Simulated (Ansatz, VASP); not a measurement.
# Two plane-wave programs on CsBa3

```
Cs Ba
1.0
     0.00000    5.22128    5.22128
     5.22128    0.00000    5.22128
     5.22128    5.22128    0.00000
Cs Ba
1 3
Direct
  0.00000 0.00000 0.00000
  0.25000 0.25000 0.25000
  0.75000 0.75000 0.75000
  0.50000 0.50000 0.50000
```

The cell comes from a database or a generator and needn't be the stable form of this composition.

Alike in both runs: task single point; functional revPBE; k mesh 4 × 4 × 4; occupations fermi-dirac, width 0.15 eV; no spin polarisation.

```csv
,VASP,Ansatz
version,VASP 6.6.1,Ansatz 0.2.0
potentials or method,"VASP PAW PBE potentials, release 64 (Cs_sv, Ba_sv)","plane waves, PAW"
plane-wave cutoff (eV),520,503
valence electrons in the cell,39,39
```

|  | VASP | Ansatz | Ansatz less VASP |
| --- | --- | --- | --- |
| pressure (GPa) | 0.5 | 0.5 | -0.02 |

Caveats: the PAW data sets were made with another functional, which shifts forces and pressure a little (VASP). Spin-orbit coupling is left out, which matters for the levels of Ba, Cs.
